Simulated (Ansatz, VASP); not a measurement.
# RbAgBr2: VASP beside Ansatz, part 2 of 2

One calculation is typed for both programs; each brings its own data sets and cutoff. How far apart do they land? The cell is invented: As first built, before any earlier steps moved the atoms (in the runner's words): it takes the RbBr structure with some of its atoms replaced by other elements, volume scaled by an estimate. It may not be a known or stable phase. The cell is taken from a series of VASP runs on this material, whose earlier steps may have relaxed, scaled or displaced it; both programs get it as it stands.

VASP 6.6.1 and Ansatz 0.2.0.

So far: The structure; VASP: band structure, r2SCAN.

## 3. Ansatz: band structure, r2SCAN

Level of this step: Ansatz beside VASP: Kohn-Sham DFT, plane waves, r2SCAN (Ansatz).

Ansatz runs on its default PAW (the set named soft_2) files.

The same cell, functional, mesh and smearing now go to Ansatz, which takes its cutoff from its data sets.

File input.yaml:

```yaml
crystal:
  lattice:
    - [3.7516948035, 0.0, 0.0]
    - [0.0, 3.7516948035, 0.0]
    - [0.0, 0.0, 7.7717625749]
  atoms:
    - { symbol: Ag, position: [0.0, 0.0, 0.5] }
    - { symbol: Rb, position: [0.0, 0.0, 0.0] }
    - { symbol: Br, position: [0.5, 0.5, 0.7224232091] }
    - { symbol: Br, position: [0.5, 0.5, 0.2775767909] }
hamiltonian:
  xc: r2scan
  pseudopotentials: { kind: paw }
kpoints:
  mp_grid: { grid: [6, 6, 3] }
  band_path:
    path:
      - [0.0, 0.0, 0.0]
      - [0.0, 0.13333, 0.0]
      - [0.0, 0.3, 0.0]
      - [0.0, 0.46667, 0.0]
      - [0.1, 0.5, 0.0]
      - [0.26667, 0.5, 0.0]
      - [0.43333, 0.5, 0.0]
      - [0.43333, 0.43333, 0.0]
      - [0.26667, 0.26667, 0.0]
      - [0.1, 0.1, 0.0]
      - [0.0, 0.0, 0.03333]
      - [0.0, 0.0, 0.2]
      - [0.0, 0.0, 0.36667]
      - [0.0, 0.0, 0.5]
      - [0.0, 0.16667, 0.5]
      - [0.0, 0.3, 0.5]
      - [0.0, 0.46667, 0.5]
      - [0.0, 0.5, 0.5]
      - [0.1, 0.5, 0.5]
      - [0.26667, 0.5, 0.5]
      - [0.43333, 0.5, 0.5]
      - [0.43333, 0.43333, 0.5]
      - [0.26667, 0.26667, 0.5]
      - [0.1, 0.1, 0.5]
      - [0.0, 0.5, 0.03333]
      - [0.0, 0.5, 0.2]
      - [0.0, 0.5, 0.36667]
      - [0.5, 0.5, 0.0]
      - [0.5, 0.5, 0.16667]
      - [0.5, 0.5, 0.33333]
      - [0.5, 0.5, 0.5]
    npoints: 1
scf:
  occupations: { method: fermi_dirac, width: 0.05 }
  n_extra_bands: 8
output:
  forces: true
  stress: true
  eigenvalues: true
  write_density: true
  write_potential: true
  elf: true
  volumetric_format: npy
```

Run with:

```console
ansatz run input.yaml --threads 2 --pin off --max-ram 4608MiB --backend cpu --events-out ev --progress --plain --runs-dir out
```

Numbers of over 12 decimals in the logs are rounded to 6 here.

Output:

```text
scf.n_extra_bands = 8 over 21 filled bands (N_el = 42.0): the run solves 29 bands
Engine: ansatz 0.2.0, aarch64-unknown-linux-gnu
Pseudopotentials: kind: paw
Pseudopotential: Ag, paw, valence charge 19, recommended cutoff 500 eV (meta_gga), Ag.paw.azcp
Pseudopotential: Rb, paw, valence charge 9, recommended cutoff 500 eV (meta_gga), Rb.paw.azcp
Pseudopotential: Br, paw, valence charge 7, recommended cutoff 500 eV (meta_gga), Br.paw.azcp
Functional definition: r2SCAN
  parameter k0 = 0.174
  parameter k1 = 0.065
  parameter a1 = 4.9479
  exchange = r2scan_x(k0 = k0, k1 = k1, a1 = a1)
  correlation = r2scan_c
Crystal: 4 atoms, lattice volume = 109.389 Å³
Basis set: ecut = 500 eV, 2765 PW (Γ), exchange–correlation on 120×120×240 points (64 copies of the dense FFT grid, shifted against one another)
Bands: 29, of which v1, the nominal top of the filled ones, is band 21 counted from 1 (20 counted from 0)
Symmetry: 16 space group operations
Space group: P4/mmm (ITA 123), of the structure as read, at distance tolerance 4.8e-5 Å
k-points: 20 of 108
Non-local potential: Ag, projectors of the file, l = 0: 3, l = 1: 2, l = 2: 2, l = 3: 1
Non-local potential: Rb, projectors of the file, l = 0: 3, l = 1: 2, l = 2: 2
Non-local potential: Br, projectors of the file, l = 0: 2, l = 1: 2, l = 2: 2
PAW form: soft (Blöchl's): semilocal exchange-correlation on the pseudo side does not see the compensation charge
PAW frozen core: Ag, regenerated for the run's functional (the file was generated under x = pbe(κ = 0.804, μ = 0.219515), c = pbe(β = 0.066725))
PAW frozen core: Rb, regenerated for the run's functional (the file was generated under x = pbe(κ = 0.804, μ = 0.219515), c = pbe(β = 0.066725))
PAW frozen core: Br, regenerated for the run's functional (the file was generated under x = pbe(κ = 0.804, μ = 0.219515), c = pbe(β = 0.066725))
PAW one-centre angular grid: Ag, 590 points (default); XC on 160 Gauss nodes
PAW one-centre angular grid: Rb, 302 points (default); XC on 160 Gauss nodes
PAW one-centre angular grid: Br, 302 points (default); XC on 160 Gauss nodes
Initial density: superposition of atomic densities (neutral atoms: chi_scale 0, normalization atom), corrected by the library's trained network
Initial wavefunctions: pseudopotential atomic-orbital guess
Functional: x = r2scan, c = r2scan; τ floored in thin density (d = 2e-4 eV/Å³)
SCF iter   1: F=—  HF=-16471.831880 eV  |F-HF|=—  |Δ(HF+E_count)|=         —  Δρ=5.90e-3  dr2=3.51e-2  dr2_τ=1.09e-2  ethr=1.77e-3  ⟨swp⟩=6.4  Hψ=2769  notcnv=0  defer=14
preconditioner: auto → none  [insulator: Δε(μ)=2.510 eV  Ē_g=12.466 eV  σ=0.050 eV  W_gap=1.00  n_scr=16 (ndim 8)  ℏωp=20.1 eV  f_vac=0.000  D(μ)=0.00/eV (n_scr^D=0)  ε∞_Penn≈3.6]
SCF iter   2: F=—  HF=-16471.845735 eV  |F-HF|=—  |Δ(HF+E_count)|=   1.39e-2  Δρ=2.80e-3  dr2=3.34e-3  dr2_τ=1.13e-3  ethr=8.35e-5  ⟨swp⟩=2.0  Hψ=1160  notcnv=0  defer=61
SCF iter   3: F=—  HF=-16471.846036 eV  |F-HF|=—  |Δ(HF+E_count)|=   3.00e-4  Δρ=1.24e-3  dr2=1.07e-3  dr2_τ=7.78e-5  ethr=7.96e-6  ⟨swp⟩=2.0  Hψ=918  notcnv=0  defer=61
SCF iter   4: F=—  HF=-16471.846018 eV  |F-HF|=—  |Δ(HF+E_count)|=   1.80e-5  Δρ=3.80e-4  dr2=1.64e-4  dr2_τ=1.39e-5  ethr=2.55e-6  ⟨swp⟩=2.0  Hψ=728  notcnv=0  defer=61
SCF iter   5: F=—  HF=-16471.845998 eV  |F-HF|=—  |Δ(HF+E_count)|=   2.02e-5  Δρ=4.71e-5  dr2=6.71e-6  dr2_τ=2.87e-7  ethr=3.90e-7  ⟨swp⟩=2.0  Hψ=734  notcnv=0  defer=61
SCF iter   6: F=—  HF=-16471.845996 eV  |F-HF|=—  |Δ(HF+E_count)|=   1.14e-6  Δρ=2.19e-5  dr2=3.30e-7  dr2_τ=3.16e-8  ethr=1.60e-8  ⟨swp⟩=2.0  Hψ=743  notcnv=0  defer=61
SCF iter   7: F=-16471.845997 eV  HF=-16471.845997 eV  |F-HF|=5.41e-9  |Δ(HF+E_count)|=   1.65e-7  Δρ=3.78e-6  dr2=9.01e-9  dr2_τ=1.49e-9  ethr=2.38e-10  ⟨swp⟩=15.1  Hψ=4920  notcnv=0
SCF 1 converged in 7 iterations: F = -16471.845997 eV  dr2 = 9.01e-9
  greatest PAW one-centre occupation: 1.003 electrons in one spin orbital (limit 2), on the Ag atom at site 0 (counted from 0), in its partial waves of l = 1
NSCF: frozen V_eff on 31 k-points
SCF converged after 7 iterations
Free energy (F): -16471.845997 eV
Harris-Foulkes:  -16471.845997 eV  (|F-HF|=5.41e-9)
Internal energy: -16471.845997 eV  (E = F + TS)
E sigma→0 (E₀):  -16471.845997 eV
Fermi energy:    6.693272 eV
--- Per-component energies (eV) ---
  E_band       = -492.504302
  E_kinetic    = 991.998358
  E_local      = -4706.774159  (includes V_loc(G=0)·N_el)
  E_nonlocal   = 398.379364
  E_hartree    = 1959.742596
  E_xc         = -803.943990
  E_vxc        = -640.934422  (∫ρ·V_xc dr)
  E_paw        = -11101.888323  (= ΣΔE_a)
  E_vpaw       = -492.634346  (= ΣTr[D̂ρ^β])
  E_aug_tail   = 0.000051  (compensation charges beyond the density's cutoff)
  E_vtau       = 37.977286  (kinetic-family band-sum trace: ∫τ·v_τ [+ j·A + Jᵃ·Aᵃ] dr)
  E_ewald      = -3208.387268
  E_core_change = -0.972626  (= ΣΔE_core)
  E_smearing   = -0.000000  (= −TS)
  E_closure    = 0.000000  (closes the sum)
  Σ components = -16471.845997   (vs F -16471.845997, Δ=0.00e0)
--- Forces (eV/Å), atoms counted from 1 ---
  atom   1  Ag    -0.00000000     0.00000000     0.00000000
  atom   2  Rb    -0.00000000     0.00000000     0.00000000
  atom   3  Br     0.00000000     0.00000000    -0.00136989
  atom   4  Br     0.00000000     0.00000000     0.00136989
  max |Σ_I F_I| component: 1.73e-30 eV/Å
--- Stress (GPa, compression-positive) ---
        0.874106       0.000000       0.000000
        0.000000       0.874106       0.000000
        0.000000       0.000000       0.921427
  P = ⅓ Tr σ = 0.8899 GPa (8.899 kbar)
--- Band table (eV; the first three rows and the last of 20) ---
  k-point 0: bands = [... 17 lower, 4.6188, 4.6188, 5.3022, 5.3022, 7.8707, 11.1201, 11.3394, 11.7017, ... 4 higher]
  k-point 1: bands = [... 17 lower, 4.5535, 4.5535, 5.3600, 5.3600, 8.4092, 10.8638, 11.3375, 11.4983, ... 4 higher]
  k-point 2: bands = [... 17 lower, 4.3642, 4.8461, 5.0421, 5.2643, 8.6536, 11.1441, 12.0344, 12.2344, ... 4 higher]
  k-point 19: bands = [... 17 lower, 4.3284, 4.6721, 4.6721, 4.8942, 8.7387, 10.8478, 11.5521, 11.5521, ... 4 higher]
```

The job ended after 8.4 s (2 threads of Arm Neoverse V1, shared host; peak memory 0.61 GiB).

In the SCF lines HF is the Harris–Foulkes energy and dr2 the Hartree energy of the density residual, in eV; the loop may stop once dr2 is under the threshold and the program's other checks hold. Hψ counts applications of the Hamiltonian.

## 4. Comparison

Known differences besides the potentials themselves: VASP keeps PBE cores, Ansatz makes them for the functional; the data sets hold 42 valence electrons in Ansatz (default PAW (the set named soft_2) files) and 34 in VASP; the cutoff is 500 eV in Ansatz and 400 eV in VASP. Total energies have different zeros and are not compared.

Both answers:

```tsv
quantity	Ansatz	VASP	difference
pressure (GPa)	0.89	0.81	+0.08
gap over the path points (eV)	2.441	2.413	+0.027
```

Levels at points of the path, from each program's valence-band top (eV; 4 filled, then empty):

```tsv
k (reciprocal lattice)	Ansatz	VASP
0.000 0.000 0.000	-0.81 -0.81 -0.13 -0.13 2.44 5.69 5.91	-0.82 -0.82 -0.13 -0.13 2.41 5.68 5.90
0.000 0.133 0.000	-0.95 -0.66 -0.34 -0.15 3.00 5.73 6.35	-0.96 -0.66 -0.34 -0.15 2.97 5.72 6.34
0.000 0.300 0.000	-1.66 -0.43 -0.29 -0.24 3.87 5.65 7.35	-1.63 -0.43 -0.30 -0.25 3.84 5.64 7.33
0.000 0.467 0.000	-1.65 -0.41 -0.31 -0.09 3.74 6.35 7.13	-1.61 -0.41 -0.32 -0.09 3.71 6.32 7.11
0.100 0.500 0.000	-1.65 -0.68 -0.26 -0.18 3.79 6.42 7.12	-1.61 -0.69 -0.26 -0.18 3.76 6.39 7.10
0.267 0.500 0.000	-1.24 -1.03 -0.79 -0.19 3.75 6.13 6.50	-1.22 -1.03 -0.78 -0.19 3.72 6.11 6.49
0.433 0.500 0.000	-0.92 -0.91 -0.91 -0.38 3.18 6.29 6.35	-0.90 -0.89 -0.89 -0.39 3.15 6.27 6.33
0.433 0.433 0.000	-1.01 -0.92 -0.86 -0.36 3.25 6.16 6.41	-0.99 -0.90 -0.84 -0.37 3.23 6.14 6.38
0.267 0.267 0.000	-1.44 -1.08 -0.66 -0.48 3.90 6.80 7.31	-1.45 -1.06 -0.65 -0.48 3.87 6.78 7.29
0.100 0.100 0.000	-0.95 -0.92 -0.33 -0.26 3.08 5.87 6.29	-0.96 -0.93 -0.33 -0.25 3.05 5.86 6.27
```

At this near-relaxed geometry the largest component of a force difference is 5 meV/Å. Among the levels compared at these points, filled levels agree within 41 meV and empty ones within 29 meV. Ansatz's pressure holds a Pulay correction of 0.03 GPa; VASP's holds none.

## 5. Summary of results

```
difference in gap over the path points (band structure, r2SCAN) : 0.027 eV
```

What this shows: The difference in gap over the path points is 0.027 eV (band structure, r2SCAN), within the 0.08 eV picked in this series as the mark of a large difference. How closely two codes agree says nothing of how well the functional describes the real material.

[Lines on the potential files, build, host, timing and source positions are cut from VASP's logs without a mark.]

[Logs are printed without paths, hosts, clocks, repeated set-up lines and the standing remarks that a program may print on its own settings, such as how far it seeks lower states.]

[Hosts, paths, dates, database ids (printed as entryN), source tags and the programs' standing remarks are cut or masked in the printed files.]
